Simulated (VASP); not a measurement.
Here is a VASP 6.6.1 calculation.

File INCAR:

```
ALGO = Normal
EDIFF = 1E-6
EDIFFG = -0.005
ENCUT = 600
GGA = PE
IBRION = 2
ISIF = 3
ISMEAR = -1
LASPH = T
LCHARG = F
LREAL = F
LWAVE = F
NELM = 100
NSW = 40
PREC = Accurate
SIGMA = 0.05
```

KPOINTS

```
k-points
0
Gamma
  5 5 5
```

File POSCAR:

```
TaSeF
1.0
    3.6698000000      0.0000000000      0.0000000000
    0.0000000000      3.6698000000      0.0000000000
    0.0000000000      0.0000000000      4.1453100000
Ta Se F
1 1 1
Direct
    0.0000000000      0.0000000000      0.5000000000
    0.5000000000      0.5000000000      0.5000000000
    0.0000000000      0.0000000000      0.0000000000
```

Potentials or basis: VASP PAW PBE potentials, release 64 (Ta_pv, Se, F).

Command:

```console
$ cat potpaw_PBE.64/Ta_pv/POTCAR potpaw_PBE.64/Se/POTCAR potpaw_PBE.64/F/POTCAR > POTCAR
$ mpirun -np 1 vasp_std > vasp.out
```

(1) What does it give for the space group after relaxing (to 0.05 Å)?

(2) Estimate the band gap on the k mesh.

(3) Predict the relaxed cell.

(4) Estimate the relaxed volume.

Results:

(1) P4/mmm (No. 123).

(2) none (metal or under the smearing width).

(3) a = 3.662 Å, b = 3.662 Å, c = 4.159 Å, α = 90.00°, β = 90.00°, γ = 90.00°.

(4) 18.59 Å³/atom.
